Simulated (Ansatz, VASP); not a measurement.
# WSeS in two plane-wave programs

Wanted: the spread between two codes on one cell, functional and k mesh. The cell is taken from a series of runs on this material, whose earlier steps may have relaxed, scaled, displaced or heated it; both programs get it as it stands.

Main program and level: Ansatz 0.2.0; plane waves, with VASP 6.6.1 beside it; PBEsol.

**1. The structure**

The cell holds 3 atoms: 1 W, 1 S and 1 Se. Cell: a = 3.239 Å, b = 3.239 Å, c = 30.400 Å, α = 90.0°, β = 90.0°, γ = 120.0°. Vacuum lies along c.

Structure file:

```cif
data_structure
_symmetry_space_group_name_H-M 'P 1'
_symmetry_Int_Tables_number 1
_cell_length_a 3.2391
_cell_length_b 3.2391
_cell_length_c 30.4000
_cell_angle_alpha 90.000
_cell_angle_beta 90.000
_cell_angle_gamma 120.000
_cell_volume 276.21
loop_
_atom_site_label
_atom_site_type_symbol
_atom_site_fract_x
_atom_site_fract_y
_atom_site_fract_z
_atom_site_occupancy
W1 W 0.33333 0.66667 0.32974 1
S2 S 0.66667 0.33333 0.37980 1
Se3 Se 0.66667 0.33333 0.27402 1
```

**2. Ansatz: zone-centre phonons, PBEsol, pair 1**

Ansatz runs on its PAW soft_1 files.

Second derivatives magnify differences that forces hide, and they need a tight electronic threshold.

input.yaml

```yaml
crystal:
  lattice:
    - [3.2390661806, 0.0, 0.0]
    - [-1.6195330903, 2.805113597, 0.0]
    - [0.0, 0.0, 30.4]
  atoms:
    - { symbol: W, position: [0.3333333333, 0.6666666667, 0.3297421626] }
    - { symbol: S, position: [0.6666666667, 0.3333333333, 0.3797954308] }
    - { symbol: Se, position: [0.6666666667, 0.3333333333, 0.2740150381] }
  periodic: [true, true, false]
kpoints:
  mp_grid: { grid: [12, 12, 1] }
hamiltonian:
  xc: pbesol
  pseudopotentials: { kind: paw, azcp: { folder: soft_1 }, xc_functional: pbe }
scf:
  occupations: { method: fixed }
output:
  eigenvalues: true
phonons:
  method: dfpt
```

Launch:

```console
$ ansatz run input.yaml --threads 4 --pin off --max-ram 16384MiB --backend cpu --events-out ev --progress --plain --runs-dir out
```

Numbers of over 12 decimals in the logs are rounded to 6 here.

The program printed:

```text
Engine: ansatz 0.2.0, aarch64-unknown-linux-gnu
Pseudopotentials: kind: paw
Pseudopotential: W, paw, valence charge 14, recommended cutoff 420 eV (normal), soft_1/W.paw.azcp
Pseudopotential: S, paw, valence charge 6, recommended cutoff 420 eV (normal), soft_1/S.paw.azcp
Pseudopotential: Se, paw, valence charge 16, recommended cutoff 420 eV (normal), soft_1/Se.paw.azcp
Functional definition: PBEsol
  exchange = pbesol_x
  correlation = pbesol_c
Crystal: 3 atoms, lattice volume = 276.213 Å³
Basis set: ecut = 420 eV, 5489 PW (Γ), exchange–correlation on 48×48×432 points (8 copies of the dense FFT grid, shifted against one another)
Bands: 22, of which v1, the nominal top of the filled ones, is band 18 counted from 1 (17 counted from 0)
Symmetry: 6 space group operations
k-points: 43 of 144 (irreducible under 2 space group operations, time reversal used)
Non-local potential: W, projectors of the file, l = 0: 3, l = 1: 2, l = 2: 2, l = 3: 1
Non-local potential: S, projectors of the file, l = 0: 2, l = 1: 2, l = 2: 1
Non-local potential: Se, projectors of the file, l = 0: 2, l = 1: 2, l = 2: 3, l = 3: 1
PAW form: soft (Blöchl's): semilocal exchange-correlation on the pseudo side does not see the compensation charge
PAW frozen core: W, regenerated for the run's functional, and the local potential with it (the file was generated under x = pbe(κ = 0.804, μ = 0.219515), c = pbe(β = 0.066725))
PAW frozen core: S, regenerated for the run's functional, and the local potential with it (the file was generated under x = pbe(κ = 0.804, μ = 0.219515), c = pbe(β = 0.066725))
PAW frozen core: Se, regenerated for the run's functional, and the local potential with it (the file was generated under x = pbe(κ = 0.804, μ = 0.219515), c = pbe(β = 0.066725))
PAW one-centre angular grid: W, 590 points (default); XC on 64 Gauss nodes
PAW one-centre angular grid: S, 110 points (default); XC on 64 Gauss nodes
PAW one-centre angular grid: Se, 590 points (default); XC on 64 Gauss nodes
Initial density: superposition of atomic densities (neutral atoms: chi_scale 0, normalization atom)
Initial wavefunctions: pseudopotential atomic-orbital guess
Functional: x = pbesol(κ = 0.804, μ = 0.123457), c = pbesol(β = 0.046)
SCF iter   1: F=—  HF=-16569.274186 eV  |F-HF|=—  |Δ(HF+E_count)|=         —  Δρ=1.80e-2  dr2=1.43e0  ethr=3.10e-3  ⟨swp⟩=7.2  Hψ=5439  notcnv=0  defer=77
preconditioner: auto → Resta (q_TF=auto, 1.943 Å⁻¹)  ε∞=2.2  [insulator: Δε(μ)=1.568 eV  Ē_g=8.778 eV  n_scr=18 (ndim 8)  ℏωp=9.5 eV  f_vac=0.764  ε∞_Penn≈2.2  vacuum switching on, ρ_ref=5.6e-3 e/Å³]
SCF iter   2: F=—  HF=-16568.988452 eV  |F-HF|=—  |Δ(HF+E_count)|=   2.86e-1  Δρ=9.35e-3  dr2=9.93e-1  ethr=3.10e-3  ⟨swp⟩=4.6  Hψ=2159  notcnv=0  defer=80
SCF iter   3: F=—  HF=-16568.984079 eV  |F-HF|=—  |Δ(HF+E_count)|=   4.37e-3  Δρ=6.89e-3  dr2=1.15e0  ethr=2.76e-3  ⟨swp⟩=4.0  Hψ=1596  notcnv=0  defer=77
SCF iter   4: F=—  HF=-16568.870636 eV  |F-HF|=—  |Δ(HF+E_count)|=   1.13e-1  Δρ=2.31e-3  dr2=1.25e-2  ethr=2.76e-3  ⟨swp⟩=3.3  Hψ=1498  notcnv=0  defer=75
SCF iter   5: F=—  HF=-16568.879927 eV  |F-HF|=—  |Δ(HF+E_count)|=   9.29e-3  Δρ=1.58e-3  dr2=1.10e-2  ethr=3.47e-5  ⟨swp⟩=4.6  Hψ=2388  notcnv=0  defer=85
SCF iter   6: F=—  HF=-16568.877998 eV  |F-HF|=—  |Δ(HF+E_count)|=   1.93e-3  Δρ=4.42e-4  dr2=1.51e-3  ethr=3.07e-5  ⟨swp⟩=3.7  Hψ=1885  notcnv=0  defer=84
SCF iter   7: F=—  HF=-16568.877897 eV  |F-HF|=—  |Δ(HF+E_count)|=   1.01e-4  Δρ=1.37e-4  dr2=6.40e-5  ethr=4.19e-6  ⟨swp⟩=3.4  Hψ=1906  notcnv=0  defer=86
SCF iter   8: F=—  HF=-16568.877909 eV  |F-HF|=—  |Δ(HF+E_count)|=   1.23e-5  Δρ=3.46e-5  dr2=1.19e-5  ethr=1.78e-7  ⟨swp⟩=3.2  Hψ=1711  notcnv=0  defer=86
SCF iter   9: F=—  HF=-16568.877907 eV  |F-HF|=—  |Δ(HF+E_count)|=   2.80e-6  Δρ=8.49e-6  dr2=4.44e-7  ethr=3.29e-8  ⟨swp⟩=3.7  Hψ=1859  notcnv=0  defer=81
SCF iter  10: F=—  HF=-16568.877906 eV  |F-HF|=—  |Δ(HF+E_count)|=   8.19e-7  Δρ=2.18e-6  dr2=1.05e-8  ethr=1.23e-9  ⟨swp⟩=3.5  Hψ=2069  notcnv=0  defer=77
SCF iter  11: F=—  HF=-16568.877906 eV  |F-HF|=—  |Δ(HF+E_count)|=   2.15e-8  Δρ=5.75e-7  dr2=2.68e-9  ethr=2.92e-11  ⟨swp⟩=4.2  Hψ=2260  notcnv=0  defer=77
SCF iter  12: F=-16568.877906 eV  HF=-16568.877906 eV  |F-HF|=4.73e-10  |Δ(HF+E_count)|=   3.70e-9  Δρ=1.01e-7  dr2=4.16e-11  ethr=1.00e-12  ⟨swp⟩=19.1  Hψ=11012  notcnv=0
SCF 1 converged in 12 iterations: F = -16568.877906 eV  dr2 = 4.16e-11
  greatest PAW one-centre occupation: 1.000 electrons in one spin orbital (limit 2), on the Se atom at site 2 (counted from 0), in its partial waves of l = 2
DFPT response loops at Γ: preconditioner auto → none (the input reference at scf.mixing.eps_inf says where Resta's filter doesn't serve); β = 0.50; Broyden in place of MSR1
SCF converged after 12 iterations
Free energy (F): -16568.877906 eV
Harris-Foulkes:  -16568.877906 eV  (|F-HF|=4.73e-10)
Internal energy: -16568.877906 eV  (E = F + TS)
E sigma→0 (E₀):  -16568.877906 eV
Fermi energy:    -5.503860 eV
--- Per-component energies (eV) ---
  E_band       = -1145.078761
  E_kinetic    = 639.102932
  E_local      = -82421.049011  (includes V_loc(G=0)·N_el)
  E_nonlocal   = -340.656832
  E_hartree    = 40872.445661
  E_xc         = -438.868236
  E_vxc        = -404.543403  (∫ρ·V_xc dr)
  E_paw        = -11129.566625  (= ΣΔE_a)
  E_vpaw       = -362.823545  (= ΣTr[D̂ρ^β])
  E_aug_tail   = -0.000223  (compensation charges beyond the density's cutoff)
  E_ewald      = 36248.422170
  E_core_change = 1.292259  (= ΣΔE_core)
  E_smearing   = -0.000000  (= −TS)
  E_closure    = -0.000000  (closes the sum)
  Σ components = -16568.877906   (vs F -16568.877906, Δ=0.00e0)
--- Band table (eV; the first three rows and the last of 43) ---
  k-point 0: bands = [... 14 lower, -7.6687, -6.8083, -6.8083, -5.5166, -2.5288, -2.5288, -2.2524, -2.2524]
  k-point 1: bands = [... 14 lower, -7.8744, -6.9619, -6.7802, -5.5653, -2.7145, -2.6168, -2.4354, -2.2720]
  k-point 2: bands = [... 14 lower, -8.0118, -7.2347, -6.8771, -5.8136, -3.2381, -2.6906, -2.6889, -1.8440]
  k-point 42: bands = [... 14 lower, -8.9557, -8.7476, -7.3445, -6.0290, -3.2480, -2.4671, -2.1634, -0.6087]
--- Phonons (Γ-DFPT): 6 representative perturbations + reference, on 43 of 144 k-points (Σ response iterations 31) ---
  k mesh reduced under 2 symmetry operations, with k and −k counted as one. Each operation leaves every solved perturbation unchanged. A smaller set is not used because it would not reduce the number of displacements times k-points to solve
  ASR residual: 9.607e-5 → 0.000e0 eV/Å²; symmetrization residual: 1.015e-5 eV/Å²
  ASR residual per site (eV/Å²): 5.50e-5 4.46e-5 9.61e-5
  Γ frequencies (cm⁻¹): 0.00 0.00 0.00 201.38 201.38 279.53 327.49 327.49 414.86
  non-analytic LO–TO correction: not included (Born effective charges unavailable; polar crystals: no LO–TO splitting at Γ)
```

Reading the cycles: dr2 is the Hartree energy of the density residual (eV), the measure of convergence; HF is the Harris–Foulkes estimate of the energy, which meets the free energy F at convergence.

(Continued in part 2 of 3.)

[Lines on the potential files, build, host, timing and source positions are cut from VASP's logs without a mark.]

[Logs are printed without paths, hosts, clocks, repeated set-up lines and the standing remarks that a program may print on its own settings, such as how far it seeks lower states.]

[Hosts, paths, dates, database ids (printed as entryN), source tags and the programs' standing remarks are cut or masked in the printed files.]
